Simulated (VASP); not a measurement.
Output of a VASP run:

**OSZICAR**
```
       N       E                     dE             d eps       ncg     rms          rms(c)
DAV:   1     0.879068405944E+02    0.87907E+02   -0.61451E+03   480   0.121E+03
DAV:   2    -0.277130434616E+01   -0.90678E+02   -0.85761E+02   480   0.246E+02
DAV:   3    -0.727044551590E+01   -0.44991E+01   -0.43441E+01   648   0.690E+01
DAV:   4    -0.739971584558E+01   -0.12927E+00   -0.12920E+00   604   0.104E+01
DAV:   5    -0.740291246194E+01   -0.31966E-02   -0.31960E-02   684   0.162E+00    0.911E+00
DAV:   6    -0.761887858328E+01   -0.21597E+00   -0.19997E+01   536   0.145E+02    0.755E+00
DAV:   7    -0.652145985856E+01    0.10974E+01   -0.43867E+00   580   0.733E+01    0.236E+00
DAV:   8    -0.653408908047E+01   -0.12629E-01   -0.40956E-01   740   0.166E+01    0.129E+00
DAV:   9    -0.651795143885E+01    0.16138E-01   -0.10300E-01   664   0.105E+01    0.474E-01
DAV:  10    -0.651846403282E+01   -0.51259E-03   -0.44772E-03   768   0.147E+00    0.336E-01
DAV:  11    -0.651826007249E+01    0.20396E-03   -0.17981E-03   608   0.150E+00    0.963E-02
DAV:  12    -0.651825627152E+01    0.38010E-05   -0.34182E-04   692   0.438E-01    0.264E-02
DAV:  13    -0.651825855873E+01   -0.22872E-05   -0.99724E-06   648   0.409E-02    0.730E-03
DAV:  14    -0.651825808692E+01    0.47181E-06   -0.24814E-06   552   0.123E-02
   1 F= -.65182581E+01 E0= -.65168813E+01  d E =-.275358E-02
```

OUTCAR:
```
------------------------ aborting loop because EDIFF is reached ----------------------------------------
  FORCE on cell =-STRESS in cart. coord.  units (eV):
  Direction    XX          YY          ZZ          XY          YZ          ZX
  --------------------------------------------------------------------------------------
  Total        1.1440852      1.1440852      1.1440852      0.0000000      0.0000000      0.0000000
  in kB       37.9872572     37.9872572     37.9872572      0.0000000      0.0000000      0.0000000
  external PRESSURE =      37.9872572 kB  Pullay stress =       0.0000000 kB
  volume of cell :       48.25
      direct lattice vectors                 reciprocal lattice vectors
     0.000000000  2.889573000  2.889573000    -0.173035947  0.173035947  0.173035947
     2.889573000  0.000000000  2.889573000     0.173035947 -0.173035947  0.173035947
     2.889573000  2.889573000  0.000000000     0.173035947  0.173035947 -0.173035947
 POSITION                                       TOTAL-FORCE (eV/Angst)
 -----------------------------------------------------------------------------------
      1.44479      1.44479      1.44479         0.000000     -0.000000     -0.000000
      0.00000      0.00000      0.00000        -0.000000      0.000000      0.000000
 -----------------------------------------------------------------------------------
    total drift:                               -0.000002     -0.000002     -0.000002
  FREE ENERGIE OF THE ION-ELECTRON SYSTEM (eV)
  ---------------------------------------------------
  free  energy   TOTEN  =        -6.5182580869 eV

  energy  without entropy=       -6.5155045103  energy(sigma->0) =       -6.51688130

 total charge

# of ion       s       p       d       tot
------------------------------------------
    1        1.360   1.994   0.059   3.413
    2        0.445   0.389   9.208  10.042
--------------------------------------------------
tot          1.805   2.384   9.267  13.455
```
(Selected blocks of OUTCAR.)

File POSCAR:
```
CuTe
1
    0.0000000000     2.8895730000     2.8895730000
    2.8895730000     0.0000000000     2.8895730000
    2.8895730000     2.8895730000     0.0000000000
Te Cu
1 1
Direct
  0.2500000000   0.2500000000   0.2500000000
  0.0000000000   0.0000000000   0.0000000000
```

Q: Reconstruct the remaining input files.

A: One answer among several that fit: the input of the run itself, PBE GGA + U (Dudarev), plane waves, VASP's PBE PAW potentials (set 64).

**INCAR**
```
! general
SYSTEM    = CuTe
PREC      = Accurate
ENCUT     = 400
LREAL     = .False.
LASPH     = .True.   ! aspherical one-centre terms

! electronic loop
EDIFF     = 1E-6   ! SCF stop (eV)
NELM      = 100   ! most electronic steps
ALGO      = Normal
LMAXMIX   = 4   ! l cut-off of mixed one-centre charges

! smearing
ISMEAR    = 0   ! Gaussian
SIGMA     = 0.05

! functional
GGA       = PE

! DFT+U
LDAU      = .True.
LDAUTYPE  = 2
LDAUL     = -1 2
LDAUU     = 0 1.0
LDAUJ     = 0 0
LDAUPRINT = 1

! ions
ISIF      = 2   ! forces and stress, cell fixed

! output
LWAVE     = .False.
LCHARG    = .False.
LORBIT    = 10
```

### KPOINTS
```
Automatic mesh
0
Gamma
7 7 7
```

POTCAR, in this order: Te Cu (PBE.64 set). Program: vasp_std.

The structure was generated: CuTe was put into the zincblende type (F-43m), which need not be its known phase. The cell was not relaxed at this level. The run is one of a series of settings (LDAU = .TRUE., LDAUJ = 0 0, LDAUL = -1 2, LDAUTYPE = 2, LDAUU = 0 1.0 against the base run), some of them coarse on purpose. The electron count is odd and the run is not spin-polarised, which forces a metal.
